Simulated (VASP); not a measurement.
The cell holds one MgS (rock salt) (100) slab, with vacuum along c, ions free to move until forces fall under 0.03 eV/Å, no reconstruction beyond this cell, dipole correction on. Ionisation potential and electron affinity count from the cell's own band edges, surface states included.

```
MgS
1.0
    3.66109     0.00000     0.00000
    0.00000     3.66109     0.00000
    0.00000     0.00000    25.29039
Mg S
4 4
Direct
  0.00000   0.50000   0.35142
  0.50000   0.00000   0.44573
  0.00000   0.50000   0.55427
  0.50000   0.00000   0.64858
  0.00000   0.50000   0.45031
  0.50000   0.00000   0.34294
  0.00000   0.50000   0.65706
  0.50000   0.00000   0.54969
```

Computed with PBEsol GGA, VASP's PBE PAW potentials (set 64) (plane waves; VASP 6.6.1). Numerical set-up: 400 eV cut-off, 6×6×1 Γ-centred mesh, Gaussian smearing of 0.050 eV, potentials Mg S.

Slab and bulk use different k-meshes, so the surface energy is good to a few per cent at best.

- surface energy = 0.49 J/m^2
- ionisation potential = 5.59 eV
- electron affinity = 2.69 eV

The cell is a thin slab with vacuum, built from MgS (rock salt): (100) face.
